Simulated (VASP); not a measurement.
Output of a VASP run:

### OSZICAR
```
...
DAV:   7    -0.420710315828E+02    0.14196E-05   -0.21811E-07   568   0.616E-03    0.414E-04
DAV:   8    -0.420710314218E+02    0.16102E-06   -0.13482E-07   396   0.466E-03    0.126E-04
DAV:   9    -0.420710312388E+02    0.18298E-06   -0.20447E-08   360   0.150E-03    0.179E-04
DAV:  10    -0.420710314153E+02   -0.17646E-06   -0.22027E-09   360   0.549E-04    0.232E-04
DAV:  11    -0.420710312750E+02    0.14031E-06   -0.12418E-09   360   0.388E-04    0.415E-05
DAV:  12    -0.420710312455E+02    0.29478E-07   -0.43549E-10   360   0.262E-04
   2 F= -.42071031E+02 E0= -.42071031E+02  d E =-.223966E-03
       N       E                     dE             d eps       ncg     rms          rms(c)
DAV:   1    -0.420710762450E+02   -0.44970E-04   -0.28941E-03   720   0.520E-01    0.310E-02
DAV:   2    -0.420710565038E+02    0.19741E-04   -0.28567E-05   896   0.515E-02    0.174E-02
DAV:   3    -0.420710385109E+02    0.17993E-04   -0.17993E-05   832   0.420E-02    0.121E-03
DAV:   4    -0.420710519371E+02   -0.13426E-04   -0.49045E-06   752   0.283E-02    0.100E-03
DAV:   5    -0.420710508643E+02    0.10728E-05   -0.75948E-07   764   0.111E-02    0.476E-04
DAV:   6    -0.420710524689E+02   -0.16046E-05   -0.12069E-07   492   0.454E-03    0.315E-04
DAV:   7    -0.420710514994E+02    0.96951E-06   -0.42187E-08   364   0.257E-03    0.165E-04
DAV:   8    -0.420710514647E+02    0.34671E-07   -0.18635E-08   360   0.173E-03
   3 F= -.42071051E+02 E0= -.42071051E+02  d E =-.244185E-03
       N       E                     dE             d eps       ncg     rms          rms(c)
DAV:   1    -0.420709879318E+02    0.63568E-04   -0.32027E-02   720   0.168E+00    0.269E-02
DAV:   2    -0.420711025278E+02   -0.11460E-03   -0.48001E-04   852   0.198E-01    0.191E-02
DAV:   3    -0.420711150804E+02   -0.12553E-04   -0.26431E-05   776   0.537E-02    0.105E-02
DAV:   4    -0.420711029778E+02    0.12103E-04   -0.11799E-05   980   0.438E-02    0.378E-03
DAV:   5    -0.420711054222E+02   -0.24443E-05   -0.14642E-05   720   0.469E-02    0.250E-03
DAV:   6    -0.420711156345E+02   -0.10212E-04   -0.21872E-06   720   0.177E-02    0.978E-04
DAV:   7    -0.420711166520E+02   -0.10175E-05   -0.46144E-07   728   0.792E-03    0.297E-04
DAV:   8    -0.420711162652E+02    0.38677E-06   -0.45085E-08   360   0.231E-03    0.379E-04
DAV:   9    -0.420711165076E+02   -0.24237E-06   -0.48345E-09   360   0.870E-04    0.162E-04
DAV:  10    -0.420711164197E+02    0.87926E-07   -0.19015E-09   360   0.504E-04
   4 F= -.42071116E+02 E0= -.42071116E+02  d E =-.649550E-04
       N       E                     dE             d eps       ncg     rms          rms(c)
DAV:   1    -0.420711151140E+02    0.13936E-05   -0.27236E-03   720   0.491E-01    0.782E-03
DAV:   2    -0.420711258020E+02   -0.10688E-04   -0.40703E-05   848   0.575E-02    0.554E-03
DAV:   3    -0.420711261461E+02   -0.34413E-06   -0.22686E-06   780   0.157E-02    0.304E-03
DAV:   4    -0.420711259908E+02    0.15534E-06   -0.10177E-06   980   0.129E-02    0.112E-03
DAV:   5    -0.420711245274E+02    0.14634E-05   -0.12716E-06   720   0.138E-02    0.730E-04
DAV:   6    -0.420711260425E+02   -0.15152E-05   -0.18771E-07   580   0.522E-03    0.288E-04
DAV:   7    -0.420711262240E+02   -0.18146E-06   -0.38885E-08   360   0.235E-03    0.622E-05
DAV:   8    -0.420711263435E+02   -0.11946E-06   -0.90185E-09   360   0.103E-03    0.120E-04
DAV:   9    -0.420711263059E+02    0.37539E-07   -0.74816E-10   360   0.301E-04
   5 F= -.42071126E+02 E0= -.42071126E+02  d E =-.748412E-04
```

**OUTCAR**
```
------------------------ aborting loop because EDIFF is reached ----------------------------------------
  FORCE on cell =-STRESS in cart. coord.  units (eV):
  Direction    XX          YY          ZZ          XY          YZ          ZX
  --------------------------------------------------------------------------------------
  Total        3.4610957      3.4610957      3.4622857      0.0000000      0.0000000      0.0000000
  in kB      140.0535837    140.0535829    140.1017360      0.0000000      0.0000000      0.0000000
  external PRESSURE =     140.0696342 kB  Pullay stress =       0.0000000 kB
  volume of cell :       39.59
      direct lattice vectors                 reciprocal lattice vectors
     1.530132800 -2.650267745  0.000000000     0.326769023 -0.188660184 -0.000000000
     1.530132800  2.650267745  0.000000000     0.326769023  0.188660184  0.000000000
     0.000000000 -0.000000000  4.881812489     0.000000000  0.000000000  0.204841952
  FREE ENERGIE OF THE ION-ELECTRON SYSTEM (eV)
  ---------------------------------------------------
  free  energy   TOTEN  =       -42.0711263059 eV

  energy  without entropy=      -42.0711263059  energy(sigma->0) =      -42.07112631

 reached required accuracy - stopping structural energy minimisation
```
(Selected blocks of OUTCAR.)

POSCAR:
```
AlN
1
    1.5282437359    -2.6469957911     0.0000000000
    1.5282437359     2.6469957911     0.0000000000
    0.0000000000     0.0000000000     4.8938887776
Al N
2 2
Direct
  0.6666670000   0.3333330000   0.5000403030
  0.3333330000   0.6666670000   0.0000403030
  0.6666670000   0.3333330000   0.8819596970
  0.3333330000   0.6666670000   0.3819596970
```

Write an INCAR and KPOINTS that could have produced this output.

This is not unique; one that fits is the input of the run itself, TPSS meta-GGA, plane waves, VASP's PBE PAW potentials (set 64).

**INCAR**
```
SYSTEM = AlN
PREC = Accurate
ENCUT = 520
EDIFF = 1E-7
NELM = 100
ALGO = Normal
LREAL = .FALSE.
LASPH = .TRUE.
ISMEAR = 0
SIGMA = 0.05
METAGGA = TPSS
LMIXTAU = .TRUE.
LWAVE = .FALSE.
LCHARG = .FALSE.
ISIF = 4
IBRION = 2
NSW = 30
EDIFFG = -0.01
```

File KPOINTS:
```
Automatic mesh
0
Gamma
  8 8 5
0 0 0
```

POTCAR, in this order: Al N (PBE.64 set). Program: vasp_std.

The compound is AlN in the wurtzite structure. This cell is one point of a volume scan, at 0.94 of the reference volume. Symmetry was kept, so distortions that lower it aren't found.
